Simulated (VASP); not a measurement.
The cell holds one K (bcc) (100) slab, with vacuum along c, ions free to move until forces fall under 0.03 eV/Å, no reconstruction beyond this cell, dipole correction on.

Consider the following.

```yaml
crystal:
  lattice:
    - [5.20969, 0.00000, 0.00000]
    - [0.00000, 5.20969, 0.00000]
    - [0.00000, 0.00000, 25.21962]
  atoms:
    - { symbol: K, position: [0.50000, 0.00000, 0.34340] }
    - { symbol: K, position: [0.00000, 0.50000, 0.44951] }
    - { symbol: K, position: [0.50000, 0.00000, 0.55049] }
    - { symbol: K, position: [0.00000, 0.50000, 0.65660] }
```

Method: PBEsol GGA, VASP's PBE PAW potentials (set 64) (plane waves; VASP 6.6.1). Numerical set-up: 400 eV cut-off, 6×6×1 Γ-centred mesh, first-order Methfessel-Paxton smearing of 0.10 eV, potentials K_sv.

Slab and bulk use different k-meshes, so the surface energy is good to a few per cent at best.

**Question.** Predict its surface energy, work function, band gap (on the k-mesh).

**Answer.** 
The surface energy is 0.13 J/m² and the work function is 2.32 eV. The band gap (on the k-mesh) is none (metal, semimetal or under 0.01 eV).

The cell is a thin slab with vacuum, built from K (bcc): (100) face.
